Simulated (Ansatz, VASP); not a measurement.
**Two plane-wave programs on NaB3**

```
Na B
1.0
     3.29854    0.00000    0.00000
     0.00000    3.29854    0.00000
     0.00000    0.00000    3.29659
Na B
1 3
Direct
  0.00000 0.00000 0.00000
  0.00000 0.50000 0.50000
  0.50000 0.00000 0.50000
  0.50000 0.50000 0.00000
```

Change from the starting cell: species swapped into the ZrCd3 type (P4/mmm, No. 123).

Alike in both runs: functional PBE; k mesh 6 × 6 × 6; occupations gaussian, width 0.1 eV; no spin polarisation.

Ansatz relaxed the structure, and its values are those at the end. VASP's run is a single point on that final structure, the one shown.

|  | VASP | Ansatz |
| --- | --- | --- |
| version | VASP 6.6.1 | Ansatz 0.2.0 |
| potentials or method | VASP PAW PBE potentials, release 64 (Na_pv, B) | scalar-relativistic, plane waves, PAW |
| plane-wave cutoff (eV) | 520 | 420 |
| valence electrons in the cell | 16 | 18 |

```csv
,VASP,Ansatz,Ansatz less VASP
gap on the k mesh at the Fermi level (eV),none,none,-
pressure (GPa),0.2,-0.2,-0.33
```

A gap of «none» marks a metal or a gap that the smearing closes. The two sets of potentials don't hold the same shells in valence.
